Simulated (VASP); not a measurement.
An input for Quantum ESPRESSO's pw.x (written as the equivalent of a VASP run, and not itself run):

```
&CONTROL
  calculation = 'scf'
  pseudo_dir = './pseudo'
  outdir = './out'
  tprnfor = .true.
  tstress = .true.
/
&SYSTEM
  ibrav = 0
  nat = 3
  ntyp = 2
  ecutwfc = 86
  occupations = 'smearing'
  smearing = 'gaussian'
  degauss = 0.003675
  input_dft = 'vdw-df2-b86r'
/
&ELECTRONS
  conv_thr = 7.3e-09
  electron_maxstep = 100
/
ATOMIC_SPECIES
  Li 6.940 Li.upf
  Se 78.971 Se.upf
CELL_PARAMETERS angstrom
     0.0000000    2.9884751    2.9884751
     2.9884751    0.0000000    2.9884751
     2.9884751    2.9884751    0.0000000
ATOMIC_POSITIONS crystal
  Li   0.2500000  0.2500000  0.2500000
  Li   0.7500000  0.7500000  0.7500000
  Se   1.0000000  0.0000000  0.0000000
K_POINTS automatic
  7 7 7 0 0 0
```

Problem. Write the VASP files for the same calculation (rev-vdW-DF2).

Solution. This is not unique; one that fits is 
**KPOINTS**
```
Automatic mesh
0
Gamma
7 7 7
0 0 0
```

**INCAR**
```
# general
SYSTEM   = Li2Se
PREC     = Accurate
ENCUT    = 520
LREAL    = .FALSE.   # projection in real space or not
LASPH    = .TRUE.

# electronic loop
EDIFF    = 1E-7   # SCF stop (eV)
NELM     = 100
ALGO     = Normal   # blocked Davidson
LMAXMIX  = 4

# smearing
ISMEAR   = 0   # Gaussian
SIGMA    = 0.05   # width (eV)

# functional
GGA      = MK
LUSE_VDW = .TRUE.
AGGAC    = 0.0
PARAM1   = 0.1234568
PARAM2   = 0.7114
ZAB_VDW  = -1.8867

# ions
ISIF     = 2   # forces and stress, cell fixed

# output
LWAVE    = .FALSE.
LCHARG   = .FALSE.
```

POSCAR:
```
Li2Se
1.0
  0.0000000000   2.9884750650   2.9884750650
  2.9884750650   0.0000000000   2.9884750650
  2.9884750650   2.9884750650   0.0000000000
Li Se
2 1
Cartesian
  1.4942375325   1.4942375325   1.4942375325
  4.4827125975   4.4827125975   4.4827125975
  0.0000000000   2.9884750650   2.9884750650
```

POTCAR, in this order: Li_sv Se (PBE.64 set). Program: vasp_std.

The two are equivalent in intent, not identical: the potentials are each code's own (VASP's PAW set, PseudoDojo norm-conserving files in pw.x), so ENCUT and ecutwfc are chosen apart and not converted; conv_thr bounds pw.x's estimated SCF error, while EDIFF bounds the energy change between steps.

The compound is Li2Se in the antifluorite structure. It was relaxed first.
